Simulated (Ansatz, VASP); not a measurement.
# Ca2Ge3: VASP beside Ansatz, part 2 of 2

One calculation is typed for both programs; each brings its own data sets. How far apart do they land?  Valence electrons are named where the data sets of a main pair hold unlike numbers.

VASP 6.6.1 and Ansatz 0.2.0.

So far: The structure; VASP: single point, PBEsol.

### Step 3. Ansatz: single point, PBEsol

Level of this step: Ansatz beside VASP: Kohn-Sham DFT, plane waves, PBEsol (Ansatz).

Ansatz runs on its default PAW (the set named soft_2) files.

The same cell, functional, mesh and smearing now go to Ansatz, which takes its cutoff from its data sets.

Contents of input.yaml:

```yaml
crystal:
  lattice:
    - [4.0492757541, 0.0, 0.0]
    - [-2.0246378771, 3.50677567, 0.0]
    - [0.0, 0.0, 30.3883686511]
  atoms:
    - { symbol: Ca, position: [0.0, 0.0, 0.24680496] }
    - { symbol: Ca, position: [0.66666667, 0.33333333, 0.41903856] }
    - { symbol: Ca, position: [0.66666667, 0.33333333, 0.5764037115] }
    - { symbol: Ca, position: [0.33333333, 0.66666667, 0.7446081293] }
    - { symbol: Ge, position: [0.66666667, 0.33333333, 0.31436973] }
    - { symbol: Ge, position: [0.0, 0.0, 0.35147379] }
    - { symbol: Ge, position: [0.33333333, 0.66666667, 0.48279194] }
    - { symbol: Ge, position: [0.0, 0.0, 0.515810743] }
    - { symbol: Ge, position: [0.33333333, 0.66666667, 0.6435201152] }
    - { symbol: Ge, position: [0.66666667, 0.33333333, 0.680061745] }
hamiltonian:
  xc: pbesol
  pseudopotentials: { kind: paw }
kpoints:
  mp_grid: { grid: [6, 6, 1] }
scf:
  occupations: { method: methfessel_paxton, width: 0.1 }
  n_extra_bands: 6
efield:
  axis: 3
  dipole_correction: true
  ramp_width: 0.04
output:
  forces: true
  eigenvalues: true
```

Run with:

```bash
> ansatz run input.yaml --threads 4 --pin off --max-ram 9216MiB --backend cpu --events-out ev --progress --plain --runs-dir out
```

Numbers of over 12 decimals in the logs are rounded to 6 here.

The program printed:

```text
scf.n_extra_bands = 6 over 62 filled bands (N_el = 124.0): the run solves 68 bands
Engine: ansatz 0.2.0, x86_64-unknown-linux-gnu
Pseudopotentials: kind: paw
Pseudopotential: Ca, paw, valence charge 10, recommended cutoff 420 eV (normal), Ca.paw.azcp
Pseudopotential: Ge, paw, valence charge 14, recommended cutoff 420 eV (normal), Ge.paw.azcp
Functional definition: PBEsol
  exchange = pbesol_x
  correlation = pbesol_c
Crystal: 10 atoms, lattice volume = 431.512 Å³
Basis set: ecut = 420 eV, 8429 PW (Γ), exchange–correlation on 60×60×432 points (8 copies of the dense FFT grid, shifted against one another)
Bands: 68, of which v1, the nominal top of the filled ones, is band 62 counted from 1 (61 counted from 0)
Symmetry: 6 space group operations
Space group: P3m1 (ITA 156), of the structure as read, at distance tolerance 7.6e-5 Å
k-points: 7 of 36 (time reversal used)
Non-local potential: Ca, projectors of the file, l = 0: 3, l = 1: 2, l = 2: 2
Non-local potential: Ge, projectors of the file, l = 0: 2, l = 1: 2, l = 2: 3, l = 3: 1
PAW form: soft (Blöchl's): semilocal exchange-correlation on the pseudo side does not see the compensation charge
PAW frozen core: Ca, regenerated for the run's functional, and the local potential with it (the file was generated under x = pbe(κ = 0.804, μ = 0.219515), c = pbe(β = 0.066725))
PAW frozen core: Ge, regenerated for the run's functional, and the local potential with it (the file was generated under x = pbe(κ = 0.804, μ = 0.219515), c = pbe(β = 0.066725))
PAW one-centre angular grid: Ca, 110 points (default); XC on 64 Gauss nodes
PAW one-centre angular grid: Ge, 590 points (default); XC on 64 Gauss nodes
Initial density: superposition of atomic densities (neutral atoms: chi_scale 0, normalization atom), corrected by the library's trained network
Initial wavefunctions: pseudopotential atomic-orbital guess
Functional: x = pbesol(κ = 0.804, μ = 0.123457), c = pbesol(β = 0.046)
SCF iter   1: F=—  HF=-32699.426866 eV  |F-HF|=—  |Δ(HF+E_count)|=         —  Δρ=3.16e-3  dr2=1.79e0  ethr=1.77e-3  p=-0.011 e·Å  D=-4.67e-3 V/Å  ΔV_dip=0.14 eV  dr2_dipole=1.16e0  V_vac-E_F(+/−)=3.31/3.17 eV  ⟨swp⟩=7.3  Hψ=1873  notcnv=0
efield: sawtooth ramp at fractional position 0.9757 (placed from the atoms, in the widest stretch of the axis that holds none; the zero of the levels goes with the place), width 0.0400; the density the first Hamiltonian is built on has a dipole p = -0.011 e·Å; the dipole correction subtracts the counter field D = -4.67e-3 V/Å, which shifts the + side's vacuum level by +0.14 eV against the − side's; the planar-averaged density in the ramp window peaks in size at 1.9e-5 e/Å³
preconditioner: auto → LDOS  [insulator: Δε(μ)=0.096 eV  Ē_g=19.484 eV  σ=0.100 eV  W_gap=0.69  n_scr=98 (ndim 8)  ℏωp=19.3 eV  f_vac=0.381  D(μ)=7.24/eV (n_scr^D=16)  ε∞_Penn≈2.0  β→1.0]
SCF iter   2: F=—  HF=-32699.381152 eV  |F-HF|=—  |Δ(HF+E_count)|=   4.57e-2  S|Δr|=    0.00e0  Δρ=1.51e-3  dr2=4.86e-2  ethr=1.45e-3  p=-0.001 e·Å  D=-4.21e-4 V/Å  ΔV_dip=0.01 eV  dr2_dipole=4.71e-3  V_vac-E_F(+/−)=3.35/3.34 eV  ⟨swp⟩=2.0  Hψ=605  notcnv=0  defer=4
SCF iter   3: F=—  HF=-32699.376819 eV  |F-HF|=—  |Δ(HF+E_count)|=   4.33e-3  S|Δr|=    0.00e0  Δρ=1.08e-3  dr2=2.77e-2  ethr=3.92e-5  p=0.000 e·Å  D=1.96e-4 V/Å  ΔV_dip=-0.01 eV  dr2_dipole=5.96e-3  V_vac-E_F(+/−)=3.38/3.38 eV  ⟨swp⟩=2.0  Hψ=890  notcnv=0  defer=4
SCF iter   4: F=—  HF=-32699.372717 eV  |F-HF|=—  |Δ(HF+E_count)|=   4.10e-3  S|Δr|=    0.00e0  Δρ=3.32e-4  dr2=4.79e-3  ethr=2.23e-5  p=0.002 e·Å  D=7.50e-4 V/Å  ΔV_dip=-0.02 eV  dr2_dipole=1.02e-3  V_vac-E_F(+/−)=3.39/3.41 eV  ⟨swp⟩=2.0  Hψ=868  notcnv=0  defer=4
SCF iter   5: F=—  HF=-32699.372172 eV  |F-HF|=—  |Δ(HF+E_count)|=   5.46e-4  S|Δr|=    0.00e0  Δρ=1.50e-4  dr2=7.19e-4  ethr=3.86e-6  p=0.003 e·Å  D=1.26e-3 V/Å  ΔV_dip=-0.04 eV  dr2_dipole=2.77e-4  V_vac-E_F(+/−)=3.40/3.44 eV  ⟨swp⟩=2.0  Hψ=878  notcnv=0  defer=4
SCF iter   6: F=—  HF=-32699.372086 eV  |F-HF|=—  |Δ(HF+E_count)|=   8.56e-5  S|Δr|=    0.00e0  Δρ=6.89e-5  dr2=8.91e-5  ethr=5.80e-7  p=0.004 e·Å  D=1.47e-3 V/Å  ΔV_dip=-0.04 eV  dr2_dipole=5.35e-5  V_vac-E_F(+/−)=3.41/3.45 eV  ⟨swp⟩=2.3  Hψ=633  notcnv=0  defer=4
SCF iter   7: F=—  HF=-32699.372290 eV  |F-HF|=—  |Δ(HF+E_count)|=   2.04e-4  S|Δr|=    0.00e0  Δρ=2.40e-5  dr2=7.80e-6  ethr=7.19e-8  p=0.004 e·Å  D=1.50e-3 V/Å  ΔV_dip=-0.05 eV  dr2_dipole=1.44e-6  V_vac-E_F(+/−)=3.41/3.46 eV  ⟨swp⟩=2.3  Hψ=672  notcnv=0  defer=4
SCF iter   8: F=—  HF=-32699.372290 eV  |F-HF|=—  |Δ(HF+E_count)|=   4.09e-7  S|Δr|=    0.00e0  Δρ=1.14e-5  dr2=1.62e-6  ethr=6.29e-9  p=0.003 e·Å  D=1.46e-3 V/Å  ΔV_dip=-0.04 eV  dr2_dipole=4.85e-7  V_vac-E_F(+/−)=3.41/3.46 eV  ⟨swp⟩=2.0  Hψ=882  notcnv=0  defer=4
SCF iter   9: F=—  HF=-32699.372290 eV  |F-HF|=—  |Δ(HF+E_count)|=   3.67e-7  S|Δr|=    0.00e0  Δρ=3.23e-6  dr2=2.64e-7  ethr=1.30e-9  p=0.003 e·Å  D=1.44e-3 V/Å  ΔV_dip=-0.04 eV  dr2_dipole=1.08e-7  V_vac-E_F(+/−)=3.41/3.46 eV  ⟨swp⟩=2.1  Hψ=880  notcnv=0  defer=4
SCF iter  10: F=-32699.372290 eV  HF=-32699.372290 eV  |F-HF|=2.01e-8  |Δ(HF+E_count)|=   2.78e-8  S|Δr|=    0.00e0  Δρ=1.41e-6  dr2=3.36e-8  ethr=8.06e-11  p=0.003 e·Å  D=1.43e-3 V/Å  ΔV_dip=-0.04 eV  dr2_dipole=4.06e-9  V_vac-E_F(+/−)=3.41/3.45 eV  ⟨swp⟩=10.1  Hψ=2033  notcnv=0
SCF 1 converged in 10 iterations: F = -32699.372290 eV  dr2 = 3.36e-8
  greatest PAW one-centre occupation: 0.998 electrons in one spin orbital (limit 2), on the Ge atom at site 9 (counted from 0), in its partial waves of l = 2
SCF converged after 10 iterations
Stability not checked: this state was not tested for a lower state beside it, because cold or Methfessel-Paxton smearing, or corrected tetrahedra, fill the levels in a way that the test cannot read (fill_not_monotonic; see scf.lower_state_search)
Free energy (F): -32699.372290 eV
Harris-Foulkes:  -32699.372290 eV  (|F-HF|=2.01e-8)
Internal energy: -32699.373604 eV  (E = F + TS)
E sigma→0 (E₀):  -32699.372618 eV
Entropy (-TS):   0.001314 eV (0.131 meV/atom)
Fermi energy:    3.556236 eV
Dipole field:    D = 0.001486 V/Å  (p = 0.003544 e·Å, saw-weighted, corrected)
Work function:   Φ+ = 3.4099 eV   Φ− = 3.4552 eV
Levels:          The Fermi level and band energies are counted from a zero that moves with the ramp; work functions are not
--- Per-component energies (eV) ---
  E_band       = -2055.654758
  E_kinetic    = 1777.161120
  E_local      = -126774.129454  (includes V_loc(G=0)·N_el)
  E_nonlocal   = 2773.167469
  E_hartree    = 61682.278363
  E_xc         = -991.330477
  E_vxc        = -1067.118691  (∫ρ·V_xc dr)
  E_paw        = -15216.156971  (= ΣΔE_a)
  E_vpaw       = -2129.243965  (= ΣTr[D̂ρ^β])
  E_aug_tail   = 0.001646  (compensation charges beyond the density's cutoff)
  E_efield     = 0.000003  (sawtooth field / dipole correction)
  E_vefield    = -0.010531  (∫n·V_field dr)
  E_ewald      = 44043.651902
  E_core_change = 5.982795  (= ΣΔE_core)
  E_smearing   = 0.001314  (= −TS)
  E_closure    = 0.000000  (closes the sum)
  Σ components = -32699.372290   (vs F -32699.372290, Δ=0.00e0)
--- Forces (eV/Å), atoms counted from 1 ---
  atom   1  Ca     0.00000000     0.00000000     0.31789081
  atom   2  Ca    -0.00000000    -0.00000000     0.06339906
  atom   3  Ca     0.00000000     0.00000000     0.00138319
  atom   4  Ca     0.00000000    -0.00000000    -0.02089603
  atom   5  Ge    -0.00000000     0.00000000     0.04480735
  atom   6  Ge     0.00000000    -0.00000000    -0.21977387
  atom   7  Ge     0.00000000    -0.00000000    -0.12005698
  atom   8  Ge    -0.00000000     0.00000000    -0.07126668
  atom   9  Ge     0.00000000    -0.00000000     0.07953278
  atom  10  Ge     0.00000000     0.00000000    -0.07511045
  max |Σ_I F_I| component: 9.08e-5 eV/Å
--- Band table (eV; the first three rows and the last of 7) ---
  k-point 0: bands = [... 58 lower, 2.7986, 2.9212, 2.9212, 3.1143, 3.8172, 3.8917, 4.0517, 4.3002, ... 2 higher]
  k-point 1: bands = [... 58 lower, 2.3055, 2.4117, 2.9101, 3.4634, 3.5801, 4.2851, 4.3762, 4.5833, ... 2 higher]
  k-point 2: bands = [... 58 lower, 1.9510, 2.0622, 2.2332, 3.1011, 3.2297, 3.9351, 4.0883, 4.1813, ... 2 higher]
  k-point 6: bands = [... 58 lower, 1.3017, 1.4152, 1.4313, 3.7118, 3.7584, 4.6462, 4.6876, 4.6951, ... 2 higher]
```

The job ended after 3.7 s (4 threads of Intel Xeon Platinum 8488C (Sapphire Rapids), shared host; peak memory 0.99 GiB; 14 s of CPU time).

### Step 4. Differences

Known differences besides the potentials themselves: the data sets hold 124 valence electrons in Ansatz (on its default PAW (the set named soft_2) files) and 56 in VASP; the cutoff is 420 eV in Ansatz and 300 eV in VASP (PREC = Normal); Ansatz makes its cores anew for this functional, VASP keeps those of its PBE data sets; VASP leaves aspherical gradient terms in its spheres out (LASPH is not set), Ansatz keeps them. Total energies have different zeros and are not compared.

Both answers:

| quantity | Ansatz | VASP | difference |
| --- | --- | --- | --- |
| work function, lower of the two faces (eV) | 3.41 | 3.40 | +0.01 |
| work function, higher of the two faces (eV) | 3.46 | 3.44 | +0.02 |

Forces (eV/Å; atoms numbered as in POSCAR):

```
atom        Ansatz x, y, z          VASP x, y, z
 Ca1   0.000, 0.000, 0.318   0.000, 0.000, 0.298
 Ca2   0.000, 0.000, 0.063   0.000, 0.000, 0.072
 Ca3   0.000, 0.000, 0.001  0.000, 0.000, -0.004
 Ca4  0.000, 0.000, -0.021   0.000, 0.000, 0.004
 Ge5   0.000, 0.000, 0.045  0.000, 0.000, -0.016
 Ge6  0.000, 0.000, -0.220  0.000, 0.000, -0.160
 Ge7  0.000, 0.000, -0.120  0.000, 0.000, -0.183
 Ge8  0.000, 0.000, -0.071  0.000, 0.000, -0.012
 Ge9   0.000, 0.000, 0.080   0.000, 0.000, 0.017
Ge10  0.000, 0.000, -0.075  0.000, 0.000, -0.016
```

The forces differ by 28 meV/Å r.m.s., which is 38.9 % of the r.m.s. force of 0.072 eV/Å (both taken over all components). VASP's log warns that it found no field-free region in the vacuum, so its work functions are uncertain. With vacuum in the cell, a pressure given here is an average over mostly empty space and none of the material.

### Step 5. What the set-up changes

Further runs change the set-up of one program: Ansatz's method, potentials or start, or VASP's data sets, cutoff or form of LDA. The table gives Ansatz less VASP for each quantity, since a change that brings one quantity closer may part another.

| run | r.m.s. force difference (meV/Å) | work function, lower of the two faces (eV) | work function, higher of the two faces (eV) |
| --- | --- | --- | --- |
| as above | 28 | 0.012 | 0.016 |
| cores kept as stored | 28 | 0.012 | 0.016 |
| Ansatz's larger PAW set (cutoff 620 eV) | 27 | 0.014 | 0.016 |
| norm-conserving potentials (cutoff 1061 eV) | 27 | 0.017 | 0.015 |

### Step 6. What came out

```
r.m.s. force difference (single point, PBEsol) : 28 meV/Å
```

What this shows: The r.m.s. force difference is 28 meV/Å (single point, PBEsol), beyond the 12 meV/Å picked in this series as the mark of a large difference. The data sets hold unlike numbers of valence electrons (124 in Ansatz and 56 in VASP), so part of the differences comes from the potentials. Single point, PBEsol, norm-conserving potentials (cutoff 1061 eV): the difference in work function, lower of the two faces goes from 0.012 to 0.017 eV. Such differences can come from data sets, numerical settings and the points named under the comparisons, not from the functional's error against experiment.

[Lines on the potential files, build, host, timing and source positions are cut from VASP's logs without a mark.]

[Logs are printed without paths, hosts, clocks, repeated set-up lines and the standing remarks that a program may print on its own settings, such as how far it seeks lower states.]

[Hosts, paths, dates, database ids (printed as entryN), source tags and the programs' standing remarks are cut or masked in the printed files.]
